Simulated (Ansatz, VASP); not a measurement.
## SiSb3 in VASP and in Ansatz

```
CELL_PARAMETERS angstrom
6.56266 0.00000 0.00000
-3.28133 5.68343 0.00000
0.00000 0.00000 5.41566
ATOMIC_POSITIONS crystal
Sb 0.91651 0.25574 0.25000
Sb 0.66077 0.91651 0.75000
Sb 0.74426 0.66077 0.25000
Sb 0.08349 0.74426 0.75000
Sb 0.33923 0.08349 0.25000
Sb 0.25574 0.33923 0.75000
Si 0.33333 0.66667 0.25000
Si 0.66667 0.33333 0.75000
```

Alike in both runs: functional PBE; k mesh 3 × 3 × 3; occupations gaussian, width 0.2864 eV; no spin polarisation.

Ansatz relaxed the structure, and its values are those at the end. VASP's run is a single point on that final structure, the one shown.

|  | VASP | Ansatz |
| --- | --- | --- |
| version | VASP 6.6.1 | Ansatz 0.2.0 |
| potentials or method | VASP PAW PBE potentials, release 64 (Sb, Si) | PAW plane waves |
| plane-wave cutoff (eV) | 520 | 420 |
| valence electrons in the cell | 38 | 98 |

VASP gave:

- gap on the k mesh at the Fermi level (eV): none
- pressure (GPa): 0.0
- rms of the force components (eV/Å): 0.008

Question: What did Ansatz give for the same quantities?

Answer: gap on the k mesh at the Fermi level (eV): none; pressure (GPa): 0.0; rms of the force components (eV/Å): 0.000.

A gap of «none» marks a metal or a gap that the smearing closes. The two sets of potentials don't hold the same shells in valence. Ansatz warned: «structure_snapped_to_symmetry».

Caveats: the k mesh is coarse (spacing up to 0.39 Å⁻¹), so the values aren't converged. Spin-orbit coupling is left out, which matters for the levels of Sb.
